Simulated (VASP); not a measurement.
Output of a VASP run:

### OSZICAR
```
       N       E                     dE             d eps       ncg     rms          rms(c)
DAV:   1     0.280119048538E+03    0.28012E+03   -0.18087E+04  1064   0.225E+03
DAV:   2     0.772774860480E+01   -0.27239E+03   -0.26083E+03  1158   0.425E+02
DAV:   3    -0.205965852279E+02   -0.28324E+02   -0.28146E+02  1230   0.149E+02
DAV:   4    -0.210998960081E+02   -0.50331E+00   -0.50290E+00  1146   0.214E+01
DAV:   5    -0.211038001316E+02   -0.39041E-02   -0.39039E-02  1236   0.178E+00    0.143E+01
DAV:   6    -0.177298295144E+02    0.33740E+01   -0.12070E+01  1832   0.738E+01    0.867E+00
DAV:   7    -0.178974407158E+02   -0.16761E+00   -0.26687E+00  1144   0.196E+01    0.521E+00
DAV:   8    -0.179232831866E+02   -0.25842E-01   -0.85136E-01  1596   0.918E+00    0.183E+00
DAV:   9    -0.178574132374E+02    0.65870E-01   -0.19260E-01  1626   0.794E+00    0.350E-01
DAV:  10    -0.178612092197E+02   -0.37960E-02   -0.58364E-02  1092   0.176E+00    0.148E-01
DAV:  11    -0.178612061134E+02    0.31063E-05   -0.15268E-03  1536   0.500E-01    0.350E-02
DAV:  12    -0.178612644657E+02   -0.58352E-04   -0.14833E-04  1386   0.225E-01    0.345E-02
DAV:  13    -0.178612585418E+02    0.59240E-05   -0.38211E-05  1364   0.128E-01    0.126E-02
DAV:  14    -0.178612588212E+02   -0.27938E-06   -0.14258E-05  1158   0.438E-02    0.502E-03
DAV:  15    -0.178612582075E+02    0.61370E-06   -0.15992E-06   756   0.151E-02
   1 F= -.17861258E+02 E0= -.17861258E+02  d E =-.178613E+02
       N       E                     dE             d eps       ncg     rms          rms(c)
DAV:   1    -0.178624693380E+02   -0.12105E-02   -0.47466E-02  1140   0.255E+00    0.238E-01
DAV:   2    -0.178616849721E+02    0.78437E-03   -0.39362E-03  1418   0.112E+00    0.105E-01
DAV:   3    -0.178615282213E+02    0.15675E-03   -0.11099E-04  1454   0.239E-01    0.560E-02
DAV:   4    -0.178614762192E+02    0.52002E-04   -0.94729E-05  1478   0.128E-01    0.826E-03
DAV:   5    -0.178614768194E+02   -0.60027E-06   -0.15816E-05  1080   0.426E-02    0.400E-03
DAV:   6    -0.178614770276E+02   -0.20814E-06   -0.50225E-07   546   0.266E-02
   2 F= -.17861477E+02 E0= -.17861477E+02  d E =-.218820E-03
       N       E                     dE             d eps       ncg     rms          rms(c)
DAV:   1    -0.178622128665E+02   -0.73605E-03   -0.31174E-02  1140   0.207E+00    0.192E-01
DAV:   2    -0.178617024622E+02    0.51040E-03   -0.25677E-03  1418   0.904E-01    0.850E-02
DAV:   3    -0.178615990518E+02    0.10341E-03   -0.72555E-05  1454   0.194E-01    0.455E-02
DAV:   4    -0.178615646789E+02    0.34373E-04   -0.62399E-05  1472   0.104E-01    0.670E-03
DAV:   5    -0.178615650784E+02   -0.39953E-06   -0.10423E-05  1086   0.346E-02    0.326E-03
DAV:   6    -0.178615652482E+02   -0.16972E-06   -0.34047E-07   546   0.219E-02
   3 F= -.17861565E+02 E0= -.17861565E+02  d E =-.307041E-03
       N       E                     dE             d eps       ncg     rms          rms(c)
DAV:   1    -0.178621921320E+02   -0.62705E-03   -0.40356E-02  1064   0.210E+00    0.171E-01
DAV:   2    -0.178618237635E+02    0.36837E-03   -0.23401E-03  1444   0.809E-01    0.765E-02
DAV:   3    -0.178617455004E+02    0.78263E-04   -0.61197E-05  1514   0.184E-01    0.421E-02
DAV:   4    -0.178617190083E+02    0.26492E-04   -0.47294E-05  1330   0.869E-02    0.592E-03
DAV:   5    -0.178617193576E+02   -0.34929E-06   -0.81667E-06  1092   0.309E-02
   4 F= -.17861719E+02 E0= -.17861719E+02  d E =-.154109E-03
```

### OUTCAR
```
------------------------ aborting loop because EDIFF is reached ----------------------------------------
  FORCE on cell =-STRESS in cart. coord.  units (eV):
  Direction    XX          YY          ZZ          XY          YZ          ZX
  --------------------------------------------------------------------------------------
  Total       -0.0490664     -0.0490665     -0.0263400      0.0000000      0.0000000      0.0000000
  in kB       -1.5863269     -1.5863274     -0.8515766      0.0000000      0.0000000      0.0000000
  external PRESSURE =      -1.3414103 kB  Pullay stress =       0.0000000 kB
  volume of cell :       49.56
      direct lattice vectors                 reciprocal lattice vectors
     1.644106897 -2.847677131 -0.000000000     0.304116479 -0.175581703  0.000000000
     1.644106897  2.847677131 -0.000000000     0.304116479  0.175581703  0.000000000
    -0.000000000 -0.000000000  5.292387698     0.000000000  0.000000000  0.188950632
  FREE ENERGIE OF THE ION-ELECTRON SYSTEM (eV)
  ---------------------------------------------------
  free  energy   TOTEN  =       -17.8617193576 eV

  energy  without entropy=      -17.8617193576  energy(sigma->0) =      -17.86171936

 reached required accuracy - stopping structural energy minimisation
```
(Selected blocks of OUTCAR.)

### POSCAR
```
ZnO
1
    1.6454688832    -2.8500361622     0.0000000000
    1.6454688832     2.8500361622    -0.0000000000
    0.0000000000     0.0000000000     5.2763080583
Zn O
2 2
Direct
  0.6666670000   0.3333330000   0.5002389127
  0.3333330000   0.6666670000   0.0002389127
  0.6666670000   0.3333330000   0.8817610873
  0.3333330000   0.6666670000   0.3817610873
```

**Question.** Reconstruct the remaining input files.

**Answer.** Several could match; the one computed here: the input of the run itself, PBE GGA, plane waves, VASP's PBE PAW potentials (set 64).

**INCAR**
```
SYSTEM = ZnO
PREC = Accurate
ENCUT = 480
EDIFF = 1E-6
NELM = 100
ALGO = Normal
LREAL = .FALSE.
LASPH = .TRUE.
ISMEAR = 0
SIGMA = 0.05
GGA = PE
LMAXMIX = 4
LWAVE = .FALSE.
LCHARG = .FALSE.
IBRION = 2
ISIF = 3
NSW = 60
EDIFFG = -0.02
```

File KPOINTS:
```
Automatic mesh
0
Gamma
7 7 4
0 0 0
```

POTCAR, in this order: Zn O (PBE.64 set). Program: vasp_std.

The compound is ZnO in the wurtzite structure. This run relaxes it. Symmetry was kept, so distortions that lower it aren't found. The start is the result of an earlier pass.
